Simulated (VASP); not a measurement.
Consider the following.

```
GeSi
1.0
    3.65065     0.00000     0.00000
   -1.82532     3.16155     0.00000
    0.00000     0.00000     5.77828
Si Ge
2 2
Direct
  0.00000   0.00000   0.00000
  0.00000   0.00000   0.50000
  0.33333   0.66667   0.25000
  0.66667   0.33333   0.75000
```

Computed with PBEsol GGA, VASP's PBE PAW potentials (set 64) (plane waves; VASP 6.6.1). Settings: 500 eV cut-off, 10×10×6 Γ-centred mesh, first-order Methfessel-Paxton smearing of 0.10 eV, potentials Si Ge_d.

Question: What does the run give for the energy per atom (σ→0), pressure, band gap (on the k-mesh) with the smallest direct gap where there is one?

Answer: 
band gap (on the k-mesh): none (metal, semimetal or under 0.01 eV)
energy per atom (σ→0): -5.053 eV/atom
pressure: 4.84 GPa

The structure was generated: SiGe was put into the NiAs type type (P6_3/mmc), which need not be its known phase. It was relaxed first under an external pressure of 5 GPa.
